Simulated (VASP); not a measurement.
# SiSnGe with optB86b-vdW: from relaxation to properties, part 2 of 5

Aim: relax SiSnGe, then compute properties on the relaxed cell. The cell is invented: it takes the structure of a Materials Project entry for SrSiGe (space group 187 there), with some of its atoms replaced by other elements, volume scaled by an estimate. It may not be a known or stable phase.

VASP 6.6.1, plane waves and PAW; the level of theory is named at each step.

Still holding for the runs below: The k-mesh is coarse for a metal.

So far. Step 2 (Rough relaxation of the start cell): It ends with forces that vanish by symmetry and a pressure of 0.09 GPa.

The structure was built from a prototype and need not be the compound's stable phase.

### 3. Relaxing cell and atoms (optB86b-vdW)

Level of this step: optB86b-vdW; plane waves and PAW (Sn_d, Ge_d, Si); invented cell (VASP).

Properties are meant for the cell that this level of theory prefers, so cell and atoms are relaxed first (ISIF = 3) until forces and stress are small; EDIFFG sets the threshold.

INCAR reads:

```
SYSTEM = SiSnGe
PREC = Accurate
ENCUT = 410
EDIFF = 1E-06
NELM = 100
ISMEAR = 0
SIGMA = 0.05
LREAL = .FALSE.
ALGO = Normal
GGA = MK
AGGAC = 0
LUSE_VDW = .TRUE.
PARAM1 = 0.1234
PARAM2 = 1
LASPH = .TRUE.
NBANDS = 22
LORBIT = 11
LWAVE = .FALSE.
LCHARG = .FALSE.
IBRION = 2
NSW = 60
ISIF = 3
EDIFFG = -0.01
```

POSCAR reads:

```
SiSnGe
1.0
    4.1515718391      0.0000000000      0.0000000000
   -2.0757859196      3.5953667058      0.0000000000
    0.0000000000      0.0000000000      4.5450825020
Sn Ge Si
1 1 1
Direct
    0.6666666700      0.3333333300      0.0000000000
    0.0000000000      0.0000000000      0.5000000000
    0.3333333300      0.6666666700      0.5000000000
```

KPOINTS reads:

```
Automatic mesh
0
Gamma
6 6 5
0 0 0
```

Potentials, in the order of the species: Sn_d, Ge_d and Si (PBE family, release 64).

The run is started by

```bash
> mpirun -np 1 vasp_std
```

The program printed:

```text
[banner, memory and clock lines left out]
running    1 mpi-ranks, on    1 nodes
 distrk:  each k-point on    1 cores,    1 groups
 distr:  one band on    1 cores,    1 groups

 POSCAR found type information on POSCAR SnGeSi
 POSCAR found :  3 types and       3 ions
 [... a notice as in an earlier step ...]

 [... a notice as in an earlier step ...]

 LDA part: xc-table for (Slater+PW92), standard interpolation
 POSCAR, INCAR and KPOINTS ok, starting setup
 FFT: planning ... GRIDC
 FFT: planning ... GRID_SOFT
 FFT: planning ... GRID
 WAVECAR not read
 entering main loop
       N       E                     dE             d eps       ncg     rms          rms(c)
DAV:   1     0.232351423938E+03    0.23235E+03   -0.14327E+04  1014   0.253E+03
DAV:   2     0.270620196786E+02   -0.20529E+03   -0.19733E+03   930   0.546E+02
DAV:   3    -0.386046687462E+01   -0.30922E+02   -0.30454E+02  1140   0.151E+02
DAV:   4    -0.508348987725E+01   -0.12230E+01   -0.12224E+01  1020   0.344E+01
DAV:   5    -0.511341205994E+01   -0.29922E-01   -0.29920E-01  1188   0.568E+00    0.347E+00
DAV:   6    -0.491577266751E+01    0.19764E+00   -0.21504E-01  1148   0.386E+00    0.193E+00
DAV:   7    -0.489528302530E+01    0.20490E-01   -0.77919E-02  1164   0.179E+00    0.690E-01
DAV:   8    -0.489330564356E+01    0.19774E-02   -0.13178E-02  1116   0.112E+00    0.125E-01
DAV:   9    -0.489320785047E+01    0.97793E-04   -0.14283E-03  1076   0.444E-01    0.642E-02
DAV:  10    -0.489320757113E+01    0.27934E-06   -0.23203E-04  1032   0.122E-01    0.222E-02
DAV:  11    -0.489320997113E+01   -0.24000E-05   -0.33542E-05  1228   0.505E-02    0.112E-02
DAV:  12    -0.489320962429E+01    0.34685E-06   -0.20852E-06   840   0.157E-02
   1 F= -.48932096E+01 E0= -.48903838E+01  d E =-.489321E+01
 curvature:   0.00 expect dE= 0.000E+00 dE for cont linesearch  0.000E+00
 trial: gam= 0.00000 g(F)=  0.343E-43 g(S)=  0.102E-01 ort = 0.000E+00 (trialstep = 0.100E+01)
 search vector abs. value=  0.102E-01
 bond charge predicted
       N       E                     dE             d eps       ncg     rms          rms(c)
DAV:   1    -0.498091056843E+01   -0.87701E-01   -0.16419E+00  1128   0.190E+01    0.163E+00
DAV:   2    -0.492200011500E+01    0.58910E-01   -0.12422E-01  1088   0.546E+00    0.859E-01
DAV:   3    -0.490204285199E+01    0.19957E-01   -0.44821E-02  1254   0.298E+00    0.171E-01
DAV:   4    -0.490094411114E+01    0.10987E-02   -0.37845E-03  1206   0.856E-01    0.691E-02
DAV:   5    -0.490085976772E+01    0.84343E-04   -0.20921E-04  1290   0.162E-01    0.296E-02
DAV:   6    -0.490085280918E+01    0.69585E-05   -0.36368E-05  1086   0.828E-02    0.118E-02
DAV:   7    -0.490085180293E+01    0.10062E-05   -0.28122E-06   844   0.250E-02    0.373E-03
DAV:   8    -0.490085185688E+01   -0.53952E-07   -0.55487E-07   600   0.672E-03
   2 F= -.49008519E+01 E0= -.48984557E+01  d E =-.764223E-02
[... from here on, the cycles between the ionic steps are left out ...]
   3 F= -.49020039E+01 E0= -.48993900E+01  d E =-.879428E-02
   4 F= -.49090478E+01 E0= -.49048539E+01  d E =-.704392E-02
   5 F= -.49631049E+01 E0= -.49611006E+01  d E =-.611010E-01
   6 F= -.50124468E+01 E0= -.50107964E+01  d E =-.110443E+00
   7 F= -.50243666E+01 E0= -.50223092E+01  d E =-.122363E+00
   8 F= 0.59209481E+01 E0= 0.59219062E+01  d E =0.108230E+02
   9 F= -.50288837E+01 E0= -.50268265E+01  d E =-.126880E+00
  10 F= -.50296996E+01 E0= -.50278506E+01  d E =-.127696E+00
  11 F= -.50253964E+01 E0= -.50233543E+01  d E =0.430318E-02
 trial-energy change:    0.004303  1 .order    0.001079   -0.062177    0.064335
 step:   0.8147(harm=  0.8828)  dis= 0.00000  next Energy=    -5.043500 (dE=-0.138E-01)
 bond charge predicted
       N       E                     dE             d eps       ncg     rms          rms(c)
DAV:   1    -0.551670386310E+01   -0.49131E+00   -0.83481E+00  1140   0.436E+01    0.387E+00
DAV:   2    -0.514667640885E+01    0.37003E+00   -0.64726E-01  1082   0.132E+01    0.187E+00
DAV:   3    -0.504971875885E+01    0.96958E-01   -0.21911E-01  1202   0.685E+00    0.401E-01
DAV:   4    -0.504437371550E+01    0.53450E-02   -0.76290E-03  1100   0.106E+00    0.201E-01
DAV:   5    -0.504326306335E+01    0.11107E-02   -0.11929E-03  1030   0.420E-01    0.525E-02
DAV:   6    -0.504326688558E+01   -0.38222E-05   -0.70737E-05  1166   0.977E-02    0.298E-02
DAV:   7    -0.504326362653E+01    0.32591E-05   -0.76289E-06   964   0.230E-02    0.731E-03
DAV:   8    -0.504326364033E+01   -0.13793E-07   -0.11534E-06   590   0.945E-03
  12 F= -.50432636E+01 E0= -.50416882E+01  d E =-.135640E-01
 curvature:  -0.44 expect dE=-0.840E-05 dE for cont linesearch -0.840E-05
 trial: gam=-0.02296 g(F)=  0.336E-43 g(S)=  0.191E-04 ort = 0.814E-03 (trialstep = 0.160E+01)
 search vector abs. value=  0.115E-07
 reached required accuracy - stopping structural energy minimisation
```

It took 11 min on 1 MPI rank of AMD EPYC 7R43, shared host; peak memory 0.34 GiB.

Parts of OUTCAR (step 3):

```text
  LATTYP: Found a hexagonal cell.
 ALAT       =     4.1515718391
 C/A-ratio  =     1.0947859457

The static configuration has the point symmetry D_3h.

 Found     21 irreducible k-points:

   k-points           NKPTS =     21   k-points in BZ     NKDIM =     21   number of bands    NBANDS=     22

   dimension x,y,z NGX =    28 NGY =   28 NGZ =   30
   dimension x,y,z NGXF=    56 NGYF=   56 NGZF=   60

   ENCUT  =  410.0 eV  30.13 Ry    5.49 a.u.   6.85  6.85  7.50*2*pi/ulx,y,z

   NELECT =      32.0000    total number of electrons

 E-fermi :   7.7440

 k-point     1 :       0.0000    0.0000    0.0000
  band No.  band energies     occupation
    ...
     13       3.6631      2.00000
     14       5.0141      2.00000
     15       5.0141      2.00000
     16       5.4354      2.00000
     17       5.4354      2.00000
     18       8.6790      0.00000
     19      12.4875      0.00000
     20      14.2188      0.00000
     21      16.2751      0.00000
     22      17.1872      0.00000

 k-point     2 :       0.1667    0.0000    0.0000
  band No.  band energies     occupation
    ...
     12       1.5286      2.00000
     13       2.6433      2.00000
     14       3.9187      2.00000
     15       5.7913      2.00000
     16       6.9999      2.00000
     17       7.9104      0.00000
     18       8.9367      0.00000
     19      12.7601      0.00000
     20      13.6558      0.00000
     21      15.5137      0.00000
    ...

Total vdW correction in eV:      5.2303173

  Total        0.0213258      0.0213258      0.0167428     -0.0000000      0.0000000     -0.0000000
  in kB        0.5511822      0.5511822      0.4327299     -0.0000000      0.0000000     -0.0000000
  external PRESSURE =       0.5116981 kB  Pullay stress =       0.0000000 kB

  energy-cutoff  :      410.00
  volume of cell :       61.99
      direct lattice vectors                 reciprocal lattice vectors
     4.682823004 -0.000000000  0.000000000     0.213546401  0.123291071 -0.000000000
    -2.341411502  4.055443721 -0.000000000     0.000000000  0.246582142 -0.000000000
     0.000000000  0.000000000  3.264183822    -0.000000000  0.000000000  0.306355296

 POSITION                                       TOTAL-FORCE (eV/Angst)
 -----------------------------------------------------------------------------------
      2.34141      1.35181      0.00000         0.000000     -0.000000     -0.000000
     -2.34141      4.05544      1.63209        -0.000000      0.000000      0.000000
     -0.00000      2.70363      1.63209        -0.000000      0.000000     -0.000000
 -----------------------------------------------------------------------------------
    total drift:                               -0.000010      0.000006     -0.000000

  FREE ENERGIE OF THE ION-ELECTRON SYSTEM (eV)
  ---------------------------------------------------
  free  energy   TOTEN  =        -5.0432636403 eV

  energy  without entropy=       -5.0401128508  energy(sigma->0) =       -5.04168825

Total vdW correction in eV:      5.2303177

 total charge
# of ion       s       p       d       tot
------------------------------------------
    1        1.291   0.881  10.003  12.175
    2        1.256   0.958  10.024  12.238
    3        0.876   0.666   0.000   1.542
--------------------------------------------------
tot          3.424   2.505  20.027  25.956

[... 2 parts as in an earlier step ...]

[... 7 further parts left out ...]
```

After so large a change of volume the plane waves of the start cell no longer fit, so the final stress carries a basis-set error.

Step by step:

```
step  energy less that of the first step (eV)  largest force (eV/Å)  pressure (GPa)  volume (Å³)
   1                                   0.0000                0.0000            0.72        67.84
   2                                  -0.0076                0.0000           -0.14        68.84
   3                                  -0.0088                0.0000           -0.69        69.44
   4                                  -0.0158                0.0000           -0.56        69.18
   5                                  -0.0699                0.0000           -0.51        68.31
   6                                  -0.1192                0.0000           -0.44        66.24
   7                                  -0.1312                0.0000            1.59        60.68
   8                                  10.8142                0.0000          117.60        43.32
   9                                  -0.1357                0.0000            1.82        60.44
  10                                  -0.1365                0.0000            2.25        59.98
  11                                  -0.1322                0.0000           -2.18        64.47
  12                                  -0.1501                0.0000            0.05        61.99
```

| cell as run | before | after | change |
| --- | --- | --- | --- |
| a (Å) | 4.152 | 4.683 | +12.8 % |
| b (Å) | 4.152 | 4.683 | +12.8 % |
| c (Å) | 4.545 | 3.264 | -28.2 % |
| volume (Å³/atom) | 22.61 | 20.66 | -8.6 % |

The relaxed structure:

```cif
data_structure
_symmetry_space_group_name_H-M 'P 1'
_symmetry_Int_Tables_number 1
_cell_length_a 4.6828
_cell_length_b 4.6828
_cell_length_c 3.2642
_cell_angle_alpha 90.000
_cell_angle_beta 90.000
_cell_angle_gamma 120.000
_cell_volume 61.99
loop_
_atom_site_label
_atom_site_type_symbol
_atom_site_fract_x
_atom_site_fract_y
_atom_site_fract_z
_atom_site_occupancy
Sn1 Sn 0.66667 0.33333 0.00000 1
Ge2 Ge 0.00000 0.00000 0.50000 1
Si3 Si 0.33333 0.66667 0.50000 1
```

Numbers from this step:

```yaml
irreducible_k_points: 21
free_energy_toten: -5.043 eV
energy_at_zero_smearing: -5.042 eV
fermi_energy: 7.744 eV
pressure: 0.05117 GPa
scf_cycles_over_all_ionic_steps: 104
```

It ends with forces that vanish by symmetry and a pressure of 0.05 GPa.

### 4. Second relaxation

The basis stayed that of the start cell while the cell moved. A rerun from the cell reached resets it; the error of the finite cutoff stays. The mesh changes with the cell too.

INCAR is that of step 3.

POSCAR reads:

```
SiSnGe
1.0
    4.6828230043      0.0000000000      0.0000000000
   -2.3414115022      4.0554437214      0.0000000000
    0.0000000000      0.0000000000      3.2641838224
Sn Ge Si
1 1 1
Direct
    0.6666666700      0.3333333300      0.0000000000
    0.0000000000      0.0000000000      0.5000000000
    0.3333333300      0.6666666700      0.5000000000
```

KPOINTS reads:

```
Automatic mesh
0
Gamma
6 6 7
0 0 0
```

The run is started by

```bash
> mpirun -np 1 vasp_std
```

The program printed:

```text
[... set-up lines as in an earlier step ...]
 entering main loop
       N       E                     dE             d eps       ncg     rms          rms(c)
DAV:   1     0.225847368682E+03    0.22585E+03   -0.13996E+04  1370   0.255E+03
DAV:   2     0.265532237864E+02   -0.19929E+03   -0.19271E+03  1244   0.563E+02
DAV:   3    -0.403776123621E+01   -0.30591E+02   -0.30065E+02  1460   0.150E+02
DAV:   4    -0.510629641886E+01   -0.10685E+01   -0.10653E+01  1438   0.315E+01
DAV:   5    -0.513267389289E+01   -0.26377E-01   -0.26374E-01  1488   0.527E+00    0.260E+00
DAV:   6    -0.506200509136E+01    0.70669E-01   -0.87202E-02  1580   0.316E+00    0.146E+00
DAV:   7    -0.504699587144E+01    0.15009E-01   -0.44946E-02  1448   0.179E+00    0.331E-01
DAV:   8    -0.504582281616E+01    0.11731E-02   -0.53220E-03  1442   0.717E-01    0.884E-02
DAV:   9    -0.504580743329E+01    0.15383E-04   -0.50566E-04  1516   0.172E-01    0.541E-02
DAV:  10    -0.504580767376E+01   -0.24047E-06   -0.58347E-05  1632   0.717E-02    0.223E-02
DAV:  11    -0.504580975334E+01   -0.20796E-05   -0.83951E-06  1504   0.316E-02    0.413E-03
DAV:  12    -0.504580936757E+01    0.38577E-06   -0.99685E-07   798   0.138E-02
   1 F= -.50458094E+01 E0= -.50444540E+01  d E =-.504581E+01
 curvature:   0.00 expect dE= 0.000E+00 dE for cont linesearch  0.000E+00
 trial: gam= 0.00000 g(F)=  0.290E-43 g(S)=  0.114E-01 ort = 0.000E+00 (trialstep = 0.100E+01)
 search vector abs. value=  0.114E-01
 bond charge predicted
       N       E                     dE             d eps       ncg     rms          rms(c)
DAV:   1    -0.510374354803E+01   -0.57934E-01   -0.10748E+00  1590   0.975E+00    0.122E+00
DAV:   2    -0.507204724020E+01    0.31696E-01   -0.31124E-02  1518   0.200E+00    0.729E-01
DAV:   3    -0.505708696797E+01    0.14960E-01   -0.22940E-02  1892   0.152E+00    0.965E-02
DAV:   4    -0.505702451762E+01    0.62450E-04   -0.27603E-03  1370   0.579E-01    0.489E-02
DAV:   5    -0.505701450791E+01    0.10010E-04   -0.12244E-04  1842   0.106E-01    0.190E-02
DAV:   6    -0.505701170502E+01    0.28029E-05   -0.11431E-05  1406   0.366E-02    0.425E-03
DAV:   7    -0.505701161606E+01    0.88960E-07   -0.77512E-07   826   0.114E-02
   2 F= -.50570116E+01 E0= -.50564189E+01  d E =-.112022E-01
[...]
3 F= -.50706433E+01 E0= -.50703997E+01  d E =-.248339E-01
[...]
4 F= -.50705494E+01 E0= -.50702836E+01  d E =-.247401E-01
[...]
5 F= -.50706525E+01 E0= -.50704048E+01  d E =-.248431E-01
[...]
6 F= -.50698088E+01 E0= -.50694321E+01  d E =0.843664E-03
[...]
7 F= -.50716327E+01 E0= -.50713921E+01  d E =-.980189E-03
[...]
8 F= -.50718083E+01 E0= -.50715765E+01  d E =-.175643E-03
 trial-energy change:   -0.000176  1 .order   -0.000126   -0.000362    0.000110
 step:   1.1863(harm=  1.0720)  dis= 0.00000  next Energy=    -5.071817 (dE=-0.184E-03)
 bond charge predicted
       N       E                     dE             d eps       ncg     rms          rms(c)
DAV:   1    -0.507188135880E+01   -0.72263E-04   -0.14886E-03  1432   0.466E-01    0.485E-02
DAV:   2    -0.507182916801E+01    0.52191E-04   -0.85468E-05  1500   0.135E-01    0.268E-02
DAV:   3    -0.507180873078E+01    0.20437E-04   -0.41596E-05  1658   0.898E-02    0.476E-03
DAV:   4    -0.507180761050E+01    0.11203E-05   -0.46386E-06  1192   0.297E-02    0.181E-03
DAV:   5    -0.507180747043E+01    0.14008E-06   -0.19262E-07   640   0.538E-03
   9 F= -.50718075E+01 E0= -.50715759E+01  d E =-.174806E-03
 curvature:  -0.48 expect dE=-0.439E-05 dE for cont linesearch -0.224E-05
 trial: gam=-0.11697 g(F)=  0.478E-44 g(S)=  0.912E-05 ort = 0.351E-04 (trialstep = 0.136E+01)
 search vector abs. value=  0.454E-05
 reached required accuracy - stopping structural energy minimisation
```

Wall time 6.7 min (1 MPI rank); peak memory 0.33 GiB.

Parts of OUTCAR (step 4):

```text
  LATTYP: Found a hexagonal cell.
 ALAT       =     4.6828230043
 C/A-ratio  =     0.6970547081

The static configuration has the point symmetry D_3h.

 Found     28 irreducible k-points:

   k-points           NKPTS =     28   k-points in BZ     NKDIM =     28   number of bands    NBANDS=     22

   dimension x,y,z NGX =    32 NGY =   32 NGZ =   24
   dimension x,y,z NGXF=    64 NGYF=   64 NGZF=   48

   ENCUT  =  410.0 eV  30.13 Ry    5.49 a.u.   7.73  7.73  5.39*2*pi/ulx,y,z

   NELECT =      32.0000    total number of electrons

 E-fermi :   7.6785

 k-point     1 :       0.0000    0.0000    0.0000
  band No.  band energies     occupation
    ...
     14       5.0433      2.00000
     15       5.0433      2.00000
     16       5.6590      2.00000
     17       5.6590      2.00000
     18       7.5880      1.98954
     19      11.6510      0.00000
     20      13.6437      0.00000
     21      15.5475      0.00000
     22      16.7584      0.00000

 k-point     2 :       0.1667    0.0000    0.0000
  band No.  band energies     occupation
    ...
     12       1.6942      2.00000
     13       2.8872      2.00000
     14       3.9895      2.00000
     15       6.0009      2.00000
     16       7.1916      2.00000
     17       7.8601      0.00000
     18       8.0764      0.00000
     19      12.0362      0.00000
     20      12.9880      0.00000
     21      14.7198      0.00000
    ...

Total vdW correction in eV:      5.2500028

  Total       -0.0102335     -0.0102335     -0.0189064      0.0000000      0.0000000     -0.0000000
  in kB       -0.2626880     -0.2626880     -0.4853145      0.0000000      0.0000000     -0.0000000
  external PRESSURE =      -0.3368968 kB  Pullay stress =       0.0000000 kB

  energy-cutoff  :      410.00
  volume of cell :       62.42
      direct lattice vectors                 reciprocal lattice vectors
     4.594642354  0.000000000 -0.000000000     0.217644796  0.125657281  0.000000000
    -2.297321177  3.979077036  0.000000000    -0.000000000  0.251314561  0.000000000
     0.000000000 -0.000000000  3.413988776     0.000000000 -0.000000000  0.292912504

 POSITION                                       TOTAL-FORCE (eV/Angst)
 -----------------------------------------------------------------------------------
      2.29732      1.32636      3.41399         0.000000      0.000000     -0.000000
      0.00000     -0.00000      1.70699         0.000000     -0.000000      0.000000
     -0.00000      2.65272      1.70699        -0.000000     -0.000000      0.000000
 -----------------------------------------------------------------------------------
    total drift:                               -0.000013      0.000007      0.000000

  FREE ENERGIE OF THE ION-ELECTRON SYSTEM (eV)
  ---------------------------------------------------
  free  energy   TOTEN  =        -5.0718074704 eV

  energy  without entropy=       -5.0713442426  energy(sigma->0) =       -5.07157586

Total vdW correction in eV:      5.2500036

 total charge
# of ion       s       p       d       tot
------------------------------------------
    1        1.298   0.868  10.000  12.166
    2        1.249   0.977  10.028  12.254
    3        0.868   0.679   0.000   1.547
--------------------------------------------------
tot          3.415   2.524  20.028  25.968

[... 2 parts as in an earlier step ...]

[... 7 further parts left out ...]
```

CONTCAR:

```
SiSnGe
   1.00000000000000
     4.5946423538703893    0.0000000000010793   -0.0000000000000000
    -2.2973211769833188    3.9790770358549432    0.0000000000000000
     0.0000000000000000   -0.0000000000000000    3.4139887757367200
  Sn              Ge              Si
     1     1     1
Direct
     0.6666666699999979    0.3333333300000021    1.0000000000000000
     0.0000000000000000    0.0000000000000000    0.5000000000000000
     0.3333333300000021    0.6666666699999979    0.5000000000000000
```

Step by step:

```
step  energy less that of the first step (eV)  largest force (eV/Å)  pressure (GPa)  volume (Å³)
   1                                   0.0000                0.0000            0.24        61.99
   2                                  -0.0112                0.0000           -0.03        62.26
   3                                  -0.0248                0.0000           -0.63        63.00
   4                                  -0.0247                0.0000           -0.57        62.95
   5                                  -0.0248                0.0000           -0.61        62.98
   6                                  -0.0240                0.0000            0.56        61.94
   7                                  -0.0258                0.0000           -0.11        62.54
   8                                  -0.0260                0.0000            0.06        62.39
   9                                  -0.0260                0.0000           -0.03        62.42
```

```csv
"conventional cell, symmetrised",before,after,change
a (Å),4.683,4.595,-1.9 %
b (Å),4.683,4.595,-1.9 %
c (Å),3.264,3.414,+4.6 %
volume (Å³/atom),20.66,20.81,+0.7 %
```

The relaxed structure:

```xyz
3
Lattice="4.5946 0.0000 0.0000 -2.2973 3.9791 0.0000 0.0000 0.0000 3.4140" Properties=species:S:1:pos:R:3 pbc="T T T"
Sn    2.2973    1.3264    0.0000
Ge    0.0000    0.0000    1.7070
Si    0.0000    2.6527    1.7070
```

Numbers from this step:

| Property | Result |
| --- | --- |
| irreducible k-points | 28 |
| free energy (TOTEN) | -5.072 eV |
| energy at zero smearing | -5.072 eV |
| Fermi energy | 7.678 eV |
| pressure | -0.03369 GPa |
| SCF cycles over all ionic steps | 60 |

It ends with forces that vanish by symmetry and a pressure of -0.03 GPa.

[end of part 2 of 5]

[Lines on the potential files, build, host, timing and source positions are cut from VASP's logs without a mark.]

[Logs are printed without paths, hosts, clocks, repeated set-up lines and the standing remarks that a program may print on its own settings, such as how far it seeks lower states.]

[Hosts, paths, dates, database ids (printed as entryN), source tags and the programs' standing remarks are cut or masked in the printed files.]

[A measured line is paired with the nearest computed mode of its activity, which favours agreement.]

[In band tables of VASP the shares of atoms and orbitals are scaled to a sum of 1 inside the atoms' spheres.]
